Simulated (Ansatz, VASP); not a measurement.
# TiB2 in two plane-wave programs, part 2 of 2

One calculation is typed for both programs; each brings its own data sets. How far apart do they land? The cell is taken from a series of runs on this material, whose earlier steps may have relaxed, scaled, displaced or heated it; both programs get it as it stands.

VASP 6.6.1 and Ansatz 0.2.0.

So far: Starting point; VASP: zone-centre phonons, PBE.

**3. Ansatz: zone-centre phonons, PBE**

Level of this step: Ansatz beside VASP: Kohn-Sham DFT, plane waves, PBE (Ansatz).

Ansatz runs on its PAW soft_1 files.

The same cell, functional, mesh and smearing now go to Ansatz, which takes its cutoff from its data sets.

Contents of input.yaml:

```yaml
crystal:
  lattice:
    - [3.031296884, 0.0, 0.0]
    - [-1.515648442, 2.6251801079, 0.0]
    - [0.0, 0.0, 3.2257418331]
  atoms:
    - { symbol: Ti, position: [0.0, 0.0, 0.0] }
    - { symbol: B, position: [0.3333333333, 0.6666666667, 0.5] }
    - { symbol: B, position: [0.6666666667, 0.3333333333, 0.5] }
kpoints:
  mp_grid: { grid: [9, 9, 8] }
hamiltonian:
  xc: pbe
  pseudopotentials: { kind: paw, azcp: { folder: soft_1 } }
scf:
  occupations: { method: methfessel_paxton, width: 0.2 }
output:
  eigenvalues: true
phonons:
  method: dfpt
  qmesh: [3, 3, 2]
  temperatures: { t_max: 1000, t_step: 50 }
  qpath:
    path:
      - [[0.0, 0.0, 0.0], [0.5, 0.0, 0.0], [0.33333333, 0.33333333, 0.0], [0.0, 0.0, 0.0], [0.0, 0.0, 0.5], [0.5, 0.0, 0.5], [0.33333333, 0.33333333, 0.5], [0.0, 0.0, 0.5]]
      - [[0.5, 0.0, 0.5], [0.5, 0.0, 0.0]]
    npoints: 6
  electrical_resistivity:
    mesh: [12, 12, 12]
    temperatures: [20.0, 50.0, 80.0, 100.0, 150.0, 200.0, 273.0, 300.0, 400.0, 500.0, 600.0, 800.0]
  superconductivity: { mesh: [12, 12, 12] }
```

The run is started by

```bash
$ ansatz run input.yaml --threads 16 --pin off --max-ram 92160MiB --backend cuda --events-out ev --progress --plain --runs-dir out --max-vram 78GiB
```

Numbers of over 12 decimals in the logs are rounded to 6 here.

What it wrote:

```text
Warning: phonons: the dynamical matrix that this run interpolates holds no multipole term above the dipole-dipole one, and a site of this crystal is no centre of inversion, so its interpolated transverse optical and acoustic branches and sound speeds can stay off near Gamma, and the density of states and the thermodynamics with them. What a run solves at a wave vector of phonons.qpoints, Gamma apart, where the deck admits one, is free of this, and under fd what a larger phonons.supercell samples
Engine: ansatz 0.2.0, aarch64-unknown-linux-gnu
Pseudopotentials: kind: paw
Pseudopotential: Ti, paw, valence charge 12, recommended cutoff 420 eV (normal), soft_1/Ti.paw.azcp
Pseudopotential: B, paw, valence charge 3, recommended cutoff 420 eV (normal), soft_1/B.paw.azcp
Functional definition: PBE
  parameter kappa = 0.804
  parameter beta = 0.066725
  exchange = pbe_x(kappa = kappa, mu = beta*pi^2/3)
  correlation = pbe_c(beta = beta)
[...]
Crystal: 3 atoms, lattice volume = 25.669 Å³
Basis set: ecut = 420 eV, 503 PW (Γ), exchange–correlation on 48×48×48 points (8 copies of the dense FFT grid, shifted against one another)
Bands: 13, of which v1, the nominal top of the filled ones, is band 9 counted from 1 (8 counted from 0)
Symmetry: 24 space group operations
k-points: 60 of 648
Non-local potential: Ti, projectors of the file, l = 0: 3, l = 1: 2, l = 2: 3, l = 3: 1
Non-local potential: B, projectors of the file, l = 0: 2, l = 1: 2, l = 2: 1
PAW form: soft (Blöchl's): semilocal exchange-correlation on the pseudo side does not see the compensation charge
PAW one-centre angular grid: Ti, 590 points (default); XC on 64 Gauss nodes
PAW one-centre angular grid: B, 110 points (default); XC on 64 Gauss nodes
Initial density: superposition of atomic densities (chi_scale 0.1, normalization cell, long waves kept (reshape's long-wave potential 0.00 eV rms))
Initial wavefunctions: pseudopotential atomic-orbital guess
[...]
Functional: x = pbe(κ = 0.804, μ = 0.219515), c = pbe(β = 0.066725)
SCF iter   1: F=—  HF=-2815.914429 eV  |F-HF|=—  |Δ(HF+E_count)|=         —  Δρ=1.07e-1  dr2=4.73e0  ethr=3.10e-3  ⟨swp⟩=4.5  Hψ=3554  notcnv=0
preconditioner: auto → none  [metal: Δε(μ)=0.130 eV  Ē_g=9.430 eV  σ=0.200 eV  W_gap=0.48  n_scr=8 (ndim 8)  ℏωp=23.2 eV  f_vac=0.000  D(μ)=0.64/eV (n_scr^D=2)  sad-step TF]
SCF iter   2: F=—  HF=-2815.249493 eV  |F-HF|=—  |Δ(HF+E_count)|=   6.65e-1  S|Δr|=    0.00e0  Δρ=7.08e-2  dr2=2.23e0  ethr=3.10e-3  ⟨swp⟩=2.0  Hψ=1490  notcnv=0
[...]
SCF iter  10: F=-2814.693286 eV  HF=-2814.693286 eV  |F-HF|=4.55e-13  |Δ(HF+E_count)|=  5.91e-12  S|Δr|=    0.00e0  Δρ=1.01e-8  dr2=1.76e-14  ethr=1.00e-12  ⟨swp⟩=4.3  Hψ=2682  notcnv=0
SCF 1 converged in 10 iterations: F = -2814.693286 eV  dr2 = 1.76e-14
  greatest PAW one-centre occupation: 0.999 electrons in one spin orbital (limit 2), on the Ti atom at site 0 (counted from 0), in its partial waves of l = 0
[...]
iter 1 solved again at ethr=1.54e-9 eV; its pass at ethr=3.10e-3 eV (dr2=2.77e-7 eV) is discarded
SCF iter   1: F=—  HF=-2814.693285 eV  |F-HF|=—  |Δ(HF+E_count)|=         —  Δρ=5.47e-8  dr2=4.55e-13  ethr=1.54e-9  ⟨swp⟩=3.4  Hψ=6198  notcnv=0
eigensolver tolerance schedule: the retry pair's looser diagonalisation over-reported the residual by 608852.01 of it (diagonalisation noise at 0.43 of the residual, at the tolerance the schedule requests for it); recorded, not acted on — ethr = c·dr2/N_el stays at c = 1.0e-1
preconditioner: auto → none  [metal: Δε(μ)=0.075 eV  Ē_g=8.082 eV  σ=0.200 eV  W_gap=0.31  n_scr=8 (ndim 8)  ℏωp=23.2 eV  f_vac=0.000  D(μ)=0.53/eV (n_scr^D=0)]
SCF iter   2: F=-2814.693286 eV  HF=-2814.693286 eV  |F-HF|=9.09e-13  |Δ(HF+E_count)|=   1.13e-6  S|Δr|=    0.00e0  Δρ=3.33e-8  dr2=1.81e-13  ethr=1.00e-12  ⟨swp⟩=3.3  Hψ=2946  notcnv=0
SCF 2 converged in 2 iterations: F = -2814.693286 eV  dr2 = 1.81e-13
phonons: the bands overlap, so this run is a metal and interpolates without the dipole-dipole term. If the crystal is really an insulator or semiconductor, its LO-TO splitting is missing
[...]
NSCF: frozen V_eff on 60 k-points, pencils in batches of 32, up to order 52
[...]
NSCF: frozen V_eff on 60 k-points
[...]
SCF 3 converged in 10 iterations: F = -2814.693286 eV  dr2 = 1.81e-14
[...]
SCF converged after 10 iterations
[...]
mean free path at 80 K (of a tensor a third of its trace): 2787 nm by what each carries, 1891 by the Fermi surface alone
  Hall coefficient in a weak field at 80 K (a third of the trace): -3.982e-9 m³/C (as a tensor it moves by 12.9 % between the two finest meshes); by each state's relaxation time: -4.007e-9 m³/C; by a constant relaxation time: -2.830e-9 m³/C
  mean free path at 100 K (of a tensor a third of its trace): 970 nm by what each carries, 705 by the Fermi surface alone
  Hall coefficient in a weak field at 100 K (a third of the trace): -3.692e-9 m³/C (as a tensor it moves by 16.8 % between the two finest meshes); by each state's relaxation time: -3.691e-9 m³/C; by a constant relaxation time: -2.835e-9 m³/C
  mean free path at 150 K (of a tensor a third of its trace): 220 nm by what each carries, 177 by the Fermi surface alone
  Hall coefficient in a weak field at 150 K (a third of the trace): -3.239e-9 m³/C (as a tensor it moves by 24.0 % between the two finest meshes); by each state's relaxation time: -3.210e-9 m³/C; by a constant relaxation time: -2.847e-9 m³/C
  mean free path at 200 K (of a tensor a third of its trace): 99.8 nm by what each carries, 85.2 by the Fermi surface alone
  Hall coefficient in a weak field at 200 K (a third of the trace): -3.015e-9 m³/C (as a tensor it moves by 27.1 % between the two finest meshes); by each state's relaxation time: -2.979e-9 m³/C; by a constant relaxation time: -2.857e-9 m³/C
  mean free path at 273 K (of a tensor a third of its trace): 50.7 nm by what each carries, 45.3 by the Fermi surface alone
  Hall coefficient in a weak field at 273 K (a third of the trace): -2.865e-9 m³/C (as a tensor it moves by 28.4 % between the two finest meshes); by each state's relaxation time: -2.821e-9 m³/C; by a constant relaxation time: -2.867e-9 m³/C
  mean free path at 300 K (of a tensor a third of its trace): 42.5 nm by what each carries, 38.3 by the Fermi surface alone
  Hall coefficient in a weak field at 300 K (a third of the trace): -2.834e-9 m³/C (as a tensor it moves by 28.4 % between the two finest meshes); by each state's relaxation time: -2.787e-9 m³/C; by a constant relaxation time: -2.868e-9 m³/C
  mean free path at 400 K (of a tensor a third of its trace): 26.4 nm by what each carries, 24.4 by the Fermi surface alone
  Hall coefficient in a weak field at 400 K (a third of the trace): -2.763e-9 m³/C (as a tensor it moves by 27.7 % between the two finest meshes); by each state's relaxation time: -2.709e-9 m³/C; by a constant relaxation time: -2.857e-9 m³/C
  mean free path at 500 K (of a tensor a third of its trace): 19.2 nm by what each carries, 18.1 by the Fermi surface alone
  Hall coefficient in a weak field at 500 K (a third of the trace): -2.712e-9 m³/C (as a tensor it moves by 26.6 % between the two finest meshes); by each state's relaxation time: -2.650e-9 m³/C; by a constant relaxation time: -2.819e-9 m³/C
  mean free path at 600 K (of a tensor a third of its trace): 15.2 nm by what each carries, 14.5 by the Fermi surface alone
  Hall coefficient in a weak field at 600 K (a third of the trace): -2.651e-9 m³/C (as a tensor it moves by 25.6 % between the two finest meshes); by each state's relaxation time: -2.583e-9 m³/C; by a constant relaxation time: -2.752e-9 m³/C
  mean free path at 800 K (of a tensor a third of its trace): 10.9 nm by what each carries, 10.5 by the Fermi surface alone
  Hall coefficient in a weak field at 800 K (a third of the trace): -2.467e-9 m³/C (as a tensor it moves by 24.3 % between the two finest meshes); by each state's relaxation time: -2.387e-9 m³/C; by a constant relaxation time: -2.543e-9 m³/C
  the resistivity times a path that all electrons share, by the Fermi surface of the deck's mesh alone (a third of the trace): 2.634e-15 Ω·m²
  not converged in the mesh (λ; the resistivity at 20 K by 99.18 %; the resistivity at 50 K by 71.48 %; the resistivity at 80 K by 56.44 %; the resistivity at 100 K by 52.33 %; the resistivity at 150 K by 47.10 %; the resistivity at 200 K by 43.97 %; the resistivity at 273 K by 40.76 %; the resistivity at 300 K by 39.87 %; the resistivity at 400 K by 37.32 %; the resistivity at 500 K by 35.55 %; the resistivity at 60 [...]
  vibrations of 18 cells: unjudged by the run; compare a larger repeat
  the changes of the potential over all sites missed a rigid shift's by 0.00 % (the site terms' by 0.00 %)
  between the force constants' wavevectors the phonons are obtained by Fourier interpolation alone: along a vector of fewer than three repeats the shortest translation of the supercell is 6.451 Å, and under 7.500 Å the phonon self-energy is left out by default: enlarge phonons.supercell (under dfpt, phonons.qmesh)
[the section on superconductivity is kept apart]
```

Reading the cycles: dr2 is the Hartree energy of the density residual (eV), the measure of convergence; HF is the Harris–Foulkes estimate of the energy, which meets the free energy F at convergence.

**4. Differences**

Known differences besides the potentials themselves: VASP's run holds the zone centre alone; the cutoff is 420 eV in Ansatz and 500 eV in VASP. Total energies have different zeros and are not compared.

Zone-centre modes by rising frequency (cm⁻¹; imaginary ones negative):

| program | modes |
| --- | --- |
| Ansatz | 0.0, 0.0, 0.0, 509.8, 510.6, 510.6, 525.3, 873.1, 873.1 |
| VASP | -0.5, -0.5, -0.3, 510.9, 510.9, 511.5, 527.5, 876.2, 876.2 |

The two lists differ in the order or number of single and degenerate modes, so they aren't paired one by one; the r.m.s. figure in the results sets the two lists side by side in order.

**5. What came out**

```yaml
r_m_s_difference_of_the_optical_zone_centre_modes_each_program_s_sorted_by_frequency_zone_centre_phonons_pbe: 2.1 cm⁻¹
```

In words: The r.m.s. difference of the optical zone-centre modes, each program's sorted by frequency is 2.1 cm⁻¹ (zone-centre phonons, PBE). How closely two codes agree says nothing of how well the functional describes the real material.

[Lines on the potential files, build, host, timing and source positions are cut from VASP's logs without a mark.]

[Logs are printed without paths, hosts, clocks, repeated set-up lines and the standing remarks that a program may print on its own settings, such as how far it seeks lower states.]

[Hosts, paths, dates, database ids (printed as entryN), source tags and the programs' standing remarks are cut or masked in the printed files.]
